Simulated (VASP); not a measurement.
## BN (relaxed from the NiAs type structure, space group P6_3/mmc): computed properties

All values below come from PBEsol GGA, VASP's PBE PAW potentials (set 64) (plane waves; VASP 6.6.1).

```
Quantity                                                                                            Result
---------------------------------------------  -----------------------------------------------------------
space group                                                                                 P6_3/mmc (194)
cell                                           a = b = 2.4837 Å, c = 4.0046 Å, α = β = 90.00°, γ = 120.00°
volume per atom                                                                              5.35 Å^3/atom
band gap (over mesh and band path)                                                                 1.57 eV
smallest direct gap (over mesh and band path)                                                      5.31 eV
band-edge character                                                             indirect, Γ-M at 0.33 to K
density                                                                                         3.85 g/cm³
```

```cif
data_B2N2
_chemical_formula_sum 'B2 N2'
_space_group_name_H-M_alt 'P63/mmc'
_space_group_IT_number 194
_space_group_name_Hall '-P 6c 2c'
_cell_length_a 2.48367
_cell_length_b 2.48367
_cell_length_c 4.00460
_cell_angle_alpha 90.000
_cell_angle_beta 90.000
_cell_angle_gamma 120.000
loop_
_atom_site_label
_atom_site_type_symbol
_atom_site_symmetry_multiplicity
_atom_site_Wyckoff_symbol
_atom_site_fract_x
_atom_site_fract_y
_atom_site_fract_z
_atom_site_occupancy
B1 B 2 a 0.00000 0.00000 0.00000 1
N1 N 2 c 0.33333 0.66667 0.25000 1
```

The structure was generated: BN was put into the NiAs type type (P6_3/mmc), which need not be its known phase. It was relaxed first, which changed the volume by +18 %. Symmetry was kept, so distortions that lower it aren't found.
